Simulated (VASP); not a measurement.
Input:

```
CeCuIn
1.0
    4.68985     0.00000     0.00000
   -2.34493     4.06153     0.00000
    0.00000     0.00000     3.33645
Ce In Cu
1 1 1
Direct
  0.00000   0.00000   0.00000
  0.33333   0.66667   0.50000
  0.66667   0.33333   0.50000
```

Calculation: PBEsol GGA with spin-orbit coupling, VASP's PBE PAW potentials (set 64) (plane waves; VASP 6.6.1). Run with 400 eV cut-off, 7×7×8 Γ-centred mesh, Gaussian smearing of 0.050 eV, potentials Ce In_d Cu.

The run has a spin-polarised start.

Question: Estimate the energy per atom (σ→0), band gap (over mesh and band path) with the smallest direct gap where there is one.

Answer: 
```
Property                                                              Result
----------------------------------  ----------------------------------------
band gap (over mesh and band path)  none (metal, semimetal or under 0.01 eV)
energy per atom (σ→0)                                         -4.980 eV/atom
```

Total energies compare only between runs with the same potentials, cut-off and functional.

The structure comes from a computed database's CeInCu entry (P-6m2); how it stands against other phases isn't given here. It was relaxed first, which changed the volume by -8 %.
